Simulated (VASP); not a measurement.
Computed with PBE GGA, VASP's PBE PAW potentials (set 64) (plane waves; VASP).

VASP input:

File POSCAR:
```
AlN
1
    0.0000000000     2.2188190000     2.2188190000
    2.2188190000     0.0000000000     2.2188190000
    2.2188190000     2.2188190000     0.0000000000
Al N
1 1
Direct
  0.0000000000   0.0000000000   0.0000000000
  0.2500000000   0.2500000000   0.2500000000
```

### KPOINTS
```
Automatic
0
Gamma
  4 4 4
```

### INCAR
```
SYSTEM = AlN
PREC = Normal; ENCUT = 500; LREAL = F
LASPH = T; NBANDS = 160
EDIFF = 1E-8; NELM = 1; ALGO = Exact
ISMEAR = 0; SIGMA = 0.01
GGA = PE
LWAVE = T; LCHARG = F
LOPTICS = T
```

POTCAR, in this order: Al_GW N_GW_new (PBE.64 set). Program: vasp_std. Read from the step before: WAVECAR.

What VASP printed:

**OUTCAR**
```
 ion  position               nearest neighbor table
   1  0.000  0.000  0.000-   2 1.92   2 1.92   2 1.92   2 1.92
   2  0.250  0.250  0.250-   1 1.92   1 1.92   1 1.92   1 1.92
  LATTYP: Found a face centered cubic cell.
 ALAT       =     4.4376380000
 Subroutine PRICEL returns:
 Original cell was already a primitive cell.
 Subroutine GETGRP returns: Found 24 space group operations
The static configuration has the point symmetry T_d .
The dynamic configuration has the point symmetry T_d .
 Subroutine INISYM returns: Found 24 space group operations
 Subroutine IBZKPT returns following result:
 Found      8 irreducible k-points:

 Following reciprocal coordinates:
            Coordinates               Weight
  0.000000  0.000000  0.000000      1.000000
  0.250000  0.000000  0.000000      8.000000
  0.500000  0.000000  0.000000      4.000000
  0.250000  0.250000  0.000000      6.000000
  0.500000  0.250000  0.000000     24.000000
 -0.250000  0.250000  0.000000     12.000000
  0.500000  0.500000  0.000000      3.000000
 -0.250000  0.500000  0.250000      6.000000
   k-points           NKPTS =      8   k-points in BZ     NKDIM =      8   number of bands    NBANDS=    160
...
```

OSZICAR:
```
       N       E                     dE             d eps       ncg     rms          rms(c)
DIA:   1    -0.148264028496E+02   -0.14826E+02    0.00000E+00     0   0.000E+00
   1 F= -.14826403E+02 E0= -.14826403E+02  d E =0.000000E+00
 imaginary and real dielectric function
```

**OUTCAR**
```


 plasma frequency squared (from intraband transitions) (eV^2)
  --------------------------------------------------------------------------------------
       0.000       0.000       0.000
       0.000       0.000       0.000
       0.000       0.000       0.000

 plasma frequency squared (from interband transitions, int dw w eps(2)(w)) (eV^2)
  --------------------------------------------------------------------------------------
     522.028       0.000      -0.000      -0.000       0.000       0.000
      -0.000       0.000     522.028       0.000      -0.000      -0.000
       0.000      -0.000      -0.000       0.000     522.028       0.000
```
(Selected blocks of OUTCAR.)

OUTCAR:
```
 val. band max:        5.2580482861   @ k =   0.0000   0.0000   0.0000

 cond. band min:       8.5180353689   @ k =   0.5000   0.5000   0.0000



 k-point     1 :       0.0000    0.0000    0.0000
  band No.  band energies     occupation
      1      -9.4657      2.00000
      2       5.2580      2.00000
      3       5.2580      2.00000
      4       5.2580      2.00000
      5       9.0250      0.00000
      6      17.3138      0.00000
      7      17.3138      0.00000
      8      17.3138      0.00000
      9      22.5265      0.00000
     10      22.5265      0.00000
     11      23.8443      0.00000
     12      23.8443      0.00000
     13      23.8443      0.00000
     14      25.7238      0.00000
     15      30.2581      0.00000
     16      38.5827      0.00000
     17      38.5828      0.00000
     18      38.5828      0.00000
     19      48.5868      0.00000
     20      48.5868      0.00000
     21      48.5868      0.00000
     22      50.2256      0.00000
     23      50.2257      0.00000
     24      54.0215      0.00000
     25      54.0215      0.00000
     26      54.0215      0.00000
     27      62.7519      0.00000
     28      65.6110      0.00000
     29      65.6110      0.00000
     30      65.6110      0.00000
     31      68.9078      0.00000
     32      68.9078      0.00000
     33      68.9078      0.00000
     34      69.0225      0.00000
     35      69.0225      0.00000
     36      73.9008      0.00000
     37      73.9008      0.00000
     38      73.9772      0.00000
     39      76.2422      0.00000
     40      76.2422      0.00000
     41      76.2422      0.00000
     42      77.5306      0.00000
     43      77.5306      0.00000
     44      77.5306      0.00000
     45      78.3507      0.00000
     46      78.3507      0.00000
     47      78.3507      0.00000
     48      80.0843      0.00000
     49      80.0843      0.00000
     50      80.0843      0.00000
     51      83.3896      0.00000
     52      83.3896      0.00000
...
```

The density is held fixed in this step, so its total energy and stress have no physical meaning.

The compound is AlN in the zinc blende structure, a metastable form; wurtzite is the usual one. This cell is one point of a volume scan, at 1.04 of the reference volume. The k-mesh is coarse (spacing up to 0.61 per Å, 2π included), so the numbers may not be converged in it.
